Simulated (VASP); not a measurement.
# TiSi2: P into a neighbouring Ti vacancy, part 2 of 4

How hard is this move in TiSi2: P into a neighbouring Ti vacancy? Both ends are relaxed first, then a band of images between them. The start is a computed cell from the Materials Project.

VASP 6.6.1, plane waves and PAW; the level of theory is named at each step.

So far. Step 2 (Relax the host): The run ended after 7 ionic steps, 0.018 eV below its first step, once forces and stress met EDIFFG = -0.02.

**3. Relax the start**

This step: PBEsol; plane waves and PAW (Ti, P, Si) (VASP 6.6.1).

System of this step: Ti6Si16P. The cell holds 23 atoms: 6 Ti, 1 P and 16 Si. Its edges and angles: a = 7.762 Å, b = 7.762 Å, c = 7.034 Å, α = 76.9°, β = 76.9°, γ = 118.4°. It derives from TiSi2. Nearest the centre at fractional (0.750, 0.750, 0.125): P7 at 1.63 Å, Si19 at 2.10 Å, Si22 at 2.10 Å, Si23 at 2.10 Å, Si18 at 2.12 Å, Ti3 at 3.00 Å, Ti5 at 3.01 Å, Si16 at 3.29 Å.

A path needs two true minima; the start is relaxed with symmetry off.

Input file INCAR:

```
SYSTEM = Ti6Si16P
PREC = Normal
ENCUT = 280
EDIFF = 1E-05
NELM = 120
ISMEAR = 1
SIGMA = 0.15
LREAL = Auto
ALGO = Fast
GGA = PS
NBANDS = 69
LASPH = .TRUE.
LORBIT = 11
LWAVE = .FALSE.
LCHARG = .FALSE.
KPAR = 3
IBRION = 2
NSW = 60
ISIF = 2
EDIFFG = -0.05
POTIM = 0.4
MAXMIX = 40
ISYM = 0
```

Input file POSCAR:

```
Ti6Si16P
1.0
    1.7584946145      6.6672545977      3.5636577142
    1.7584946145     -6.6672545977      3.5636577142
    7.0339784580      0.0000000000      0.0000000000
Ti P Si
6 1 16
Direct
    0.5248476997      0.7270067830      0.6880189931
    0.0252986280      0.2272065204      0.4331683924
    0.0245827687      0.2274632886      0.9354617445
    0.9788886242      0.7741796446      0.5625692518
    0.4757146391      0.2715796055      0.3110824487
    0.4765507736      0.2718078974      0.8146130563
    0.9769489537      0.7730967420      0.0602653436
    0.8792661264      0.3763838231      0.1853038795
    0.8711765281      0.3778426140      0.6800364548
    0.3754304916      0.8757891650      0.4359946545
    0.3717727435      0.8761080574      0.9440515377
    0.6283303677      0.1253908840      0.0673779835
    0.6234978019      0.1274420456      0.5608035427
    0.1217417010      0.6244238866      0.3137685673
    0.1238070145      0.6256414737      0.8124330332
    0.1836626576      0.0634959267      0.1884818448
    0.1872669576      0.0645337109      0.6887380612
    0.6847202788      0.5624655339      0.4358770392
    0.6859885430      0.5691436401      0.9387167077
    0.3122162160      0.4360221139      0.0628833703
    0.3126230365      0.4318647162      0.5640318930
    0.8139596109      0.9334208917      0.3100062351
    0.8114825165      0.9292641405      0.8154829585
```

Input file KPOINTS:

```
Automatic mesh
0
Gamma
3 3 3
0 0 0
```

The projector-augmented-wave data sets are Ti, P and Si (PBE family, release 64).

Run with:

```sh
> mpirun -np 3 vasp_std
```

The program printed:

```text
[banner, memory and clock lines left out]
running    3 mpi-ranks, on    1 nodes
 distrk:  each k-point on    1 cores,    3 groups
 distr:  one band on    1 cores,    1 groups

 POSCAR found type information on POSCAR TiP Si
 POSCAR found :  3 types and      23 ions
 [... a notice as in an earlier step ...]

 LDA part: xc-table for (Slater+PW92), standard interpolation
 POSCAR, INCAR and KPOINTS ok, starting setup
 FFT: planning ... GRIDC
 FFT: planning ... GRID_SOFT
 FFT: planning ... GRID
 WAVECAR not read
 entering main loop
       N       E                     dE             d eps       ncg     rms          rms(c)
DAV:   1     0.350413134939E+03    0.35041E+03   -0.21381E+04  1932   0.710E+02
DAV:   2    -0.106649131962E+03   -0.45706E+03   -0.43028E+03  1932   0.206E+02
DAV:   3    -0.163909997683E+03   -0.57261E+02   -0.54276E+02  2688   0.673E+01
DAV:   4    -0.166208182391E+03   -0.22982E+01   -0.22677E+01  2488   0.145E+01
DAV:   5    -0.166258732160E+03   -0.50550E-01   -0.50427E-01  2520   0.226E+00    0.448E+01
RMM:   6    -0.156063036677E+03    0.10196E+02   -0.73264E+01  1935   0.304E+01    0.110E+01
RMM:   7    -0.154932077685E+03    0.11310E+01   -0.11279E+01  1932   0.138E+01    0.129E+01
RMM:   8    -0.155044717039E+03   -0.11264E+00   -0.56209E+00  1992   0.633E+00    0.265E+00
RMM:   9    -0.155007880677E+03    0.36836E-01   -0.13660E+00  1933   0.472E+00    0.339E+00
RMM:  10    -0.154957731373E+03    0.50149E-01   -0.44606E-01  1933   0.242E+00    0.293E+00
RMM:  11    -0.154928603113E+03    0.29128E-01   -0.16799E-01  1932   0.173E+00    0.853E-01
RMM:  12    -0.154936101388E+03   -0.74983E-02   -0.10591E-01  2025   0.714E-01    0.655E-01
RMM:  13    -0.154934784710E+03    0.13167E-02   -0.61159E-02  1932   0.981E-01    0.578E-01
RMM:  14    -0.154931872337E+03    0.29124E-02   -0.89821E-03  1932   0.398E-01    0.228E-01
RMM:  15    -0.154931818570E+03    0.53766E-04   -0.31106E-03  2096   0.128E-01    0.128E-01
RMM:  16    -0.154931775525E+03    0.43045E-04   -0.34819E-04  2012   0.512E-02    0.730E-02
RMM:  17    -0.154931725900E+03    0.49625E-04   -0.42999E-04  1934   0.692E-02    0.240E-02
RMM:  18    -0.154931735224E+03   -0.93238E-05   -0.14326E-04  1946   0.326E-02    0.220E-02
RMM:  19    -0.154931728990E+03    0.62336E-05   -0.52340E-05  1659   0.252E-02
   1 F= -.15493173E+03 E0= -.15493250E+03  d E =-.154932E+03
 curvature:   0.00 expect dE= 0.000E+00 dE for cont linesearch  0.000E+00
 trial: gam= 0.00000 g(F)=  0.291E+00 g(S)=  0.000E+00 ort = 0.000E+00 (trialstep = 0.100E+01)
 search vector abs. value=  0.291E+00
 bond charge predicted
       N       E                     dE             d eps       ncg     rms          rms(c)
DAV:   1    -0.155145730430E+03   -0.21400E+00   -0.37891E+00  2240   0.537E+00    0.764E-01
RMM:   2    -0.155164335870E+03   -0.18605E-01   -0.25483E-01  1932   0.206E+00    0.749E-01
RMM:   3    -0.155169170212E+03   -0.48343E-02   -0.60790E-02  1956   0.902E-01    0.620E-01
RMM:   4    -0.155163825850E+03    0.53444E-02   -0.18079E-02  1936   0.571E-01    0.259E-01
RMM:   5    -0.155164242054E+03   -0.41620E-03   -0.97570E-03  1976   0.314E-01    0.150E-01
RMM:   6    -0.155163781584E+03    0.46047E-03   -0.27948E-03  1938   0.218E-01    0.646E-02
RMM:   7    -0.155163877438E+03   -0.95854E-04   -0.10898E-03  2042   0.884E-02    0.421E-02
RMM:   8    -0.155163876545E+03    0.89253E-06   -0.18972E-04  2019   0.414E-02    0.176E-02
RMM:   9    -0.155163880690E+03   -0.41446E-05   -0.35820E-05  1507   0.192E-02
   2 F= -.15516388E+03 E0= -.15516464E+03  d E =-.232152E+00
[... from here on, the cycles between the ionic steps are left out ...]
   3 F= -.15530008E+03 E0= -.15530051E+03  d E =-.368355E+00
   4 F= -.15544302E+03 E0= -.15544354E+03  d E =-.142934E+00
   5 F= -.15549278E+03 E0= -.15549320E+03  d E =-.192697E+00
   6 F= -.15557663E+03 E0= -.15557650E+03  d E =-.838458E-01
   7 F= -.15565212E+03 E0= -.15565081E+03  d E =-.159340E+00
   8 F= -.15571260E+03 E0= -.15571128E+03  d E =-.604745E-01
   9 F= -.15582513E+03 E0= -.15582425E+03  d E =-.173010E+00
  10 F= -.15595741E+03 E0= -.15595693E+03  d E =-.132283E+00
  11 F= -.15609678E+03 E0= -.15609702E+03  d E =-.271646E+00
  12 F= -.15620771E+03 E0= -.15620825E+03  d E =-.110930E+00
  13 F= -.15624529E+03 E0= -.15624621E+03  d E =-.148513E+00
  14 F= -.15630774E+03 E0= -.15630899E+03  d E =-.624499E-01
  15 F= -.15631910E+03 E0= -.15632057E+03  d E =-.738101E-01
  16 F= -.15634853E+03 E0= -.15635050E+03  d E =-.294283E-01
  17 F= -.15634993E+03 E0= -.15635203E+03  d E =-.308281E-01
  18 F= -.15636185E+03 E0= -.15636418E+03  d E =-.119247E-01
  19 F= -.15636261E+03 E0= -.15636501E+03  d E =-.126838E-01
  20 F= -.15636661E+03 E0= -.15636914E+03  d E =-.399844E-02
  21 F= -.15636680E+03 E0= -.15636935E+03  d E =-.418673E-02
 curvature:  -2.04 expect dE=-0.198E-02 dE for cont linesearch -0.989E-05
 trial: gam= 0.35292 g(F)=  0.970E-03 g(S)=  0.000E+00 ort = 0.136E-03 (trialstep = 0.248E+01)
 search vector abs. value=  0.154E-02
 bond charge predicted
       N       E                     dE             d eps       ncg     rms          rms(c)
DAV:   1    -0.156367997467E+03   -0.12009E-02   -0.11228E-01  1962   0.959E-01    0.164E-01
RMM:   2    -0.156368290728E+03   -0.29326E-03   -0.52306E-03  1932   0.287E-01    0.185E-01
RMM:   3    -0.156368339190E+03   -0.48462E-04   -0.11710E-03  1935   0.132E-01    0.114E-01
RMM:   4    -0.156368333828E+03    0.53619E-05   -0.39557E-04  2040   0.753E-02    0.106E-01
RMM:   5    -0.156368339902E+03   -0.60745E-05   -0.90256E-05  1924   0.384E-02
  22 F= -.15636834E+03 E0= -.15637081E+03  d E =-.154063E-02
 trial-energy change:   -0.001541  1 .order   -0.001491   -0.002526   -0.000456
 step:   2.9488(harm=  3.0288)  dis= 0.00738  next Energy=  -156.368383 (dE=-0.158E-02)
 reached required accuracy - stopping structural energy minimisation
```

It took 3.5 min on 3 MPI ranks of Intel Xeon 6975P-C (Granite Rapids), shared host; peak memory 0.71 GiB; 10 min of CPU time.

Parts of OUTCAR (step 3):

```text
 Found     14 irreducible k-points:

   k-points           NKPTS =     14   k-points in BZ     NKDIM =     14   number of bands    NBANDS=     69

   dimension x,y,z NGX =    32 NGY =   32 NGZ =   30
   dimension x,y,z NGXF=    64 NGYF=   64 NGZF=   60

   ENCUT  =  280.0 eV  20.58 Ry    4.54 a.u.  10.59 10.59  9.60*2*pi/ulx,y,z

   NELECT =      93.0000    total number of electrons

 E-fermi :   8.1400

 k-point     1 :       0.0000    0.0000    0.0000
  band No.  band energies     occupation
    ...
     43       7.0339      2.00000
     44       7.2072      2.00000
     45       7.3010      2.00000
     46       7.5362      2.00000
     47       7.8985      2.04522
     48       8.3694     -0.05265
     49       9.1052     -0.00000
     50       9.1857     -0.00000
     51       9.2975     -0.00000
     52       9.3281     -0.00000
    ...

 k-point     2 :       0.3333   -0.0000    0.0000
  band No.  band energies     occupation
    ...
     43       7.3589      2.00000
     44       7.5175      2.00000
     45       7.7175      2.00050
     46       7.9625      2.07036
     47       8.1174      1.25153
     48       8.6167     -0.00007
     49       8.8016     -0.00000
     50       8.9615     -0.00000
     51       9.0763     -0.00000
     52       9.2201     -0.00000
    ...

  Total        1.1532088     -6.2147914     -3.1813699      1.0102038      0.4598797      0.8521738
  in kB        5.5277002    -29.7894911    -15.2493279      4.8422312      2.2043510      4.0847429
  external PRESSURE =     -13.1703729 kB  Pullay stress =       0.0000000 kB

  energy-cutoff  :      280.00
  volume of cell :      334.25
      direct lattice vectors                 reciprocal lattice vectors
     1.758494614  6.667254598  3.563657714     0.000000000  0.074993386  0.140305282
     1.758494614 -6.667254598  3.563657714     0.000000000 -0.074993386  0.140305282
     7.033978458  0.000000000  0.000000000     0.142167055  0.000000000 -0.070152641

 POSITION                                       TOTAL-FORCE (eV/Angst)
 -----------------------------------------------------------------------------------
      7.04037     -1.31598      4.39344        -0.026842     -0.001885      0.003415
      3.51429     -1.28244      0.88278         0.002658     -0.003485      0.007909
      7.03403     -1.29447      0.91389        -0.013103      0.023586     -0.020695
      7.02123      1.43513      6.24080         0.007773      0.007909     -0.001662
      3.49866      1.44452      2.62837        -0.010156      0.004444      0.001513
      7.04492      1.43049      2.70840        -0.006781      0.003603      0.010347
      3.51095      0.55169      6.22032        -0.003110      0.000560     -0.001702
      3.52103      3.27711      4.48878        -0.003833      0.009363     -0.001814
      7.01712      3.38188      4.48803         0.008038      0.016051     -0.005260
      5.26416     -3.23880      4.44738        -0.002708      0.009880      0.003364
      8.81898     -3.34974      4.44066         0.005131      0.000270     -0.010584
      1.76037      3.46440      2.66745        -0.005530      0.000307     -0.002925
      5.28067      3.37162      2.66334         0.003532     -0.000013     -0.014325
      3.50239     -3.21067      2.69090         0.001863     -0.009649     -0.000716
      7.03762     -3.32820      2.66664        -0.009660     -0.009728      0.001281
      1.70423      0.85005      0.84391         0.012156     -0.043815      0.018170
      5.32209      0.86157      0.85025        -0.004995     -0.007013     -0.007343
      5.18203      0.90525      4.52813         0.003218     -0.011461     -0.004636
      8.87851      0.89509      4.54770         0.003758     -0.007627      0.006243
      1.86200     -0.69362      2.73020         0.024409     -0.009762      0.016600
      5.15030     -0.73547      2.73565         0.001554      0.002091      0.011931
      5.25822     -1.02304      6.14239         0.000158      0.003984     -0.015593
      8.83179     -1.07491      6.12298         0.012470      0.022392      0.006481
 -----------------------------------------------------------------------------------
    total drift:                               -0.006111     -0.020025      0.005583

  FREE ENERGIE OF THE ION-ELECTRON SYSTEM (eV)
  ---------------------------------------------------
  free  energy   TOTEN  =      -156.3683399024 eV

  energy  without entropy=     -156.3757514284  energy(sigma->0) =     -156.37081041

 total charge
# of ion       s       p       d       tot
------------------------------------------
    1        0.431   0.664   2.821   3.916
    2        0.422   0.652   2.795   3.869
    3        0.420   0.653   2.795   3.867
    4        0.425   0.654   2.776   3.855
    5        0.428   0.667   2.818   3.913
    6        0.420   0.639   2.744   3.803
    7        1.094   1.383   0.000   2.477
    8        0.766   0.858   0.000   1.624
    9        0.764   0.882   0.000   1.646
   10        0.764   0.868   0.000   1.632
   11        0.772   0.842   0.000   1.614
   12        0.760   0.881   0.000   1.641
   13        0.761   0.878   0.000   1.640
   14        0.768   0.855   0.000   1.624
   15        0.769   0.865   0.000   1.634
   16        0.790   0.871   0.000   1.661
   17        0.787   0.855   0.000   1.642
   18        0.784   0.852   0.000   1.637
   19        0.785   0.856   0.000   1.641
   20        0.787   0.867   0.000   1.654
   21        0.785   0.850   0.000   1.635
   22        0.797   0.836   0.000   1.633
   23        0.797   0.829   0.000   1.626
--------------------------------------------------
tot         16.076  19.057  16.749  51.882

[... 1 part as in an earlier step ...]

[... 7 further parts left out ...]
```

CONTCAR:

```
Ti6Si16P
   1.00000000000000
     1.7584946145000000    6.6672545977000004    3.5636577142000001
     1.7584946145000000   -6.6672545977000004    3.5636577142000001
     7.0339784580000000    0.0000000000000000    0.0000000000000000
  Ti              P               Si
     6     1    16
Direct
     0.5177326634402429    0.7151122311405431    0.6926978246479695
     0.0276840721315446    0.2200331159585222    0.4376873196412400
     0.0311472546615706    0.2253008920148540    0.9358958569845366
     0.9832420106363332    0.7679913103359308    0.5603797125068984
     0.4771027365379003    0.2604442482104860    0.3130071732018462
     0.4872801985768767    0.2727255101267848    0.8115543300787017
     0.9141166022312410    0.8313701956038007    0.0627703778386566
     0.8755605970808684    0.3840375619371790    0.1856754089047129
     0.8833128566251324    0.3760753831158609    0.6827564091069506
     0.3811022620458432    0.8668797421494319    0.4363949933228053
     0.3718403598555071    0.8742565622959628    0.9422439567570889
     0.6340638050157377    0.1144499754765630    0.0631384558178524
     0.6265300716673644    0.1208317402471676    0.5638963843807363
     0.1367691025298774    0.6183270959497471    0.3091502624555555
     0.1245505034956490    0.6237365229288910    0.8134460415218876
     0.1821528136810211    0.0546571546440408    0.1830827678377724
     0.1839067351726944    0.0546821514875069    0.6969780203751929
     0.7032086656379246    0.5674334032383010    0.4190533370319536
     0.7051924137576274    0.5709401984290711    0.9431982526545769
     0.3310442143616615    0.4350784134875454    0.0731840361613994
     0.3286715193337251    0.4389815883602412    0.5402895103727891
     0.7850881888935980    0.9385304497508373    0.3166407001000273
     0.7784750312300783    0.9396976579107512    0.8260458616988562
```

This run has no spin polarisation. Its electron count is odd, so without a moment it is a metal by construction.

The steps of the relaxation:

```
step  energy less that of the first step (eV)  largest force (eV/Å)
   1                                   0.0000                1.1289
   2                                  -0.2322                0.7235
   3                                  -0.3684                0.8031
   4                                  -0.5113                0.6349
   5                                  -0.5611                0.6584
   6                                  -0.6449                0.7932
   7                                  -0.7204                0.9081
   8                                  -0.7809                0.9672
   9                                  -0.8934                0.9721
  10                                  -1.0257                0.8675
  11                                  -1.1650                0.5711
  12                                  -1.2760                0.4779
  13                                  -1.3136                0.4384
  14                                  -1.3760                0.3022
  15                                  -1.3874                0.3006
  16                                  -1.4168                0.2245
  17                                  -1.4182                0.2046
  18                                  -1.4301                0.0997
  19                                  -1.4309                0.1017
  20                                  -1.4349                0.0633
  21                                  -1.4351                0.0660
  22                                  -1.4366                0.0490
```

The atoms that moved most (Å):

```
atom      dx      dy      dz  length
  P7   0.010  -0.807  -0.016   0.808
Si23   0.035  -0.290  -0.080   0.303
Si22   0.005  -0.227  -0.085   0.242
Si20   0.104   0.132   0.064   0.180
Si21  -0.126   0.060   0.083   0.162
Si19   0.068   0.116   0.075   0.154
Si14  -0.017   0.141   0.032   0.145
Si18  -0.077   0.090   0.084   0.145
```

The relaxed structure:

```xyz
23
Lattice="1.7585 6.6673 3.5637 1.7585 -6.6673 3.5637 7.0340 0.0000 0.0000" Properties=species:S:1:pos:R:3 pbc="T T T"
Ti    7.0404   -1.3160    4.3934
Ti    3.5143   -1.2824    0.8828
Ti    7.0340   -1.2945    0.9139
Ti    7.0212    1.4351    6.2408
Ti    3.4987    1.4445    2.6284
Ti    7.0449    1.4305    2.7084
P     3.5110    0.5517    6.2203
Si    3.5210    3.2771    4.4888
Si    7.0171    3.3819    4.4880
Si    5.2642   -3.2388    4.4474
Si    8.8190   -3.3497    4.4407
Si    1.7604    3.4644    2.6674
Si    5.2807    3.3716    2.6633
Si    3.5024   -3.2107    2.6909
Si    7.0376   -3.3282    2.6666
Si    1.7042    0.8500    0.8439
Si    5.3221    0.8616    0.8502
Si    5.1820    0.9052    4.5281
Si    8.8785    0.8951    4.5477
Si    1.8620   -0.6936    2.7302
Si    5.1503   -0.7355    2.7357
Si    5.2582   -1.0230    6.1424
Si    8.8318   -1.0749    6.1230
```

Numbers from this step:

```
electronic cycles       : 181
electrons               : 93
free energy (TOTEN)     : -156.3683 eV
energy at zero smearing : -156.3708 eV
Fermi energy            : 8.14 eV
```

The run ended after 22 ionic steps, 1.437 eV below its first step, once the forces on the free atoms met EDIFFG = -0.05.

P moved by 0.81 Å, so this state is no longer the site that was set up, and the path will join the minima actually found.

(Continued in part 3 of 4.)

[Lines on the potential files, build, host, timing and source positions are cut from VASP's logs without a mark.]

[Logs are printed without paths, hosts, clocks, repeated set-up lines and the standing remarks that a program may print on its own settings, such as how far it seeks lower states.]

[Hosts, paths, dates, database ids (printed as entryN), source tags and the programs' standing remarks are cut or masked in the printed files.]

[Runs that stopped without an error message from VASP are left out.]
